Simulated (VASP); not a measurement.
```xyz
1
Lattice="-1.5453 1.5453 1.5453 1.5453 -1.5453 1.5453 1.5453 1.5453 -1.5453" Properties=species:S:1:pos:R:3 pbc="T T T"
V      0.0000     0.0000     0.0000
```

These are PBE GGA, VASP's PBE PAW potentials (set 64) (plane waves; VASP) values and carry that method's errors. Numerical set-up: 400 eV cut-off, 15×15×15 Γ-centred mesh, first-order Methfessel-Paxton smearing of 0.10 eV, potentials V_sv.

**Question.** Predict the energy per atom (σ→0), pressure, band gap (on the k-mesh) with the smallest direct gap where there is one.

**Answer.** 
```
Property                                                    Result
------------------------  ----------------------------------------
band gap (on the k-mesh)  none (metal, semimetal or under 0.01 eV)
energy per atom (σ→0)                               -8.932 eV/atom
pressure                                                -15.49 GPa
```

Total energies compare only between runs with the same potentials, cut-off and functional.

The compound is V in the bcc structure. The cell was not relaxed at this level. The run is not spin-polarised, so no magnetic state was tried.
